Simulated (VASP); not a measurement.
```yaml
crystal:
  lattice:
    - [3.86571, 0.00000, 0.00000]
    - [0.00000, 3.86571, 0.00000]
    - [0.00000, 0.00000, 3.86571]
  atoms:
    - { symbol: Ti, position: [0.00000, 0.00000, 0.00000] }
    - { symbol: Pt, position: [0.00000, 0.50000, 0.50000] }
    - { symbol: Pt, position: [0.50000, 0.00000, 0.50000] }
    - { symbol: Pt, position: [0.50000, 0.50000, 0.00000] }
```

All values below come from PBE GGA, VASP's PBE PAW potentials (set 64) (plane waves; VASP 6.6.1). Settings: 520 eV cut-off, 8×8×8 Γ-centred mesh, first-order Methfessel-Paxton smearing of 0.10 eV, potentials Ti_sv Pt.

Q: Give the stress tensor in GPa (positive for a compressed cell).

A: 
```
17.03   0.00   0.00
 0.00  17.03   0.00
 0.00   0.00  17.03
```
The pressure is its mean diagonal, 17.03 GPa.

The compound is Pt3Ti in the L1_2 structure. This cell is one point of a volume scan, at 0.94 of the reference volume.
